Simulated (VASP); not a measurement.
OSZICAR of a VASP run on Pt (fcc):

### OSZICAR
```
       N       E                     dE             d eps       ncg     rms          rms(c)
DAV:   1     0.339798376533E+02    0.33980E+02   -0.54796E+03  2802   0.102E+03
DAV:   2    -0.608245683425E+01   -0.40062E+02   -0.38169E+02  2711   0.178E+02
DAV:   3    -0.647250213195E+01   -0.39005E+00   -0.38464E+00  3131   0.180E+01
DAV:   4    -0.647371490165E+01   -0.12128E-02   -0.12127E-02  2933   0.107E+00
DAV:   5    -0.647372392008E+01   -0.90184E-05   -0.90176E-05  2994   0.865E-02    0.108E+01
DAV:   6    -0.612433283320E+01    0.34939E+00   -0.99022E-01  2660   0.892E+00    0.570E+00
DAV:   7    -0.609078419293E+01    0.33549E-01   -0.14084E-01  2803   0.325E+00    0.241E+00
DAV:   8    -0.608780459173E+01    0.29796E-02   -0.46418E-03  2804   0.655E-01    0.495E-01
DAV:   9    -0.608763280441E+01    0.17179E-03   -0.14769E-04  2756   0.120E-01    0.157E-02
DAV:  10    -0.608763761692E+01   -0.48125E-05   -0.27493E-06  2964   0.150E-02    0.360E-03
DAV:  11    -0.608763762419E+01   -0.72685E-08   -0.50025E-08  2220   0.222E-03
   1 F= -.68192916E+01 E0= -.68189274E+01  d E =-.109266E-02
```

### Question
Which electronic solver shows in the log?

### Answer
It is blocked Davidson (ALGO = Normal, or the opening steps of other solvers). The INCAR had ALGO = Normal.

### Question
Can the final energy be trusted as converged?

### Answer
The calculation finished and met its thresholds. It stopped with EDIFF = 1E-7, NELM = 100 (PBE GGA with D3 dispersion (Becke-Johnson damping), plane waves, VASP's PBE PAW potentials (set 64)).

The compound is Pt in the fcc structure. This cell is one point of a volume scan, at 1.06 of the reference volume.
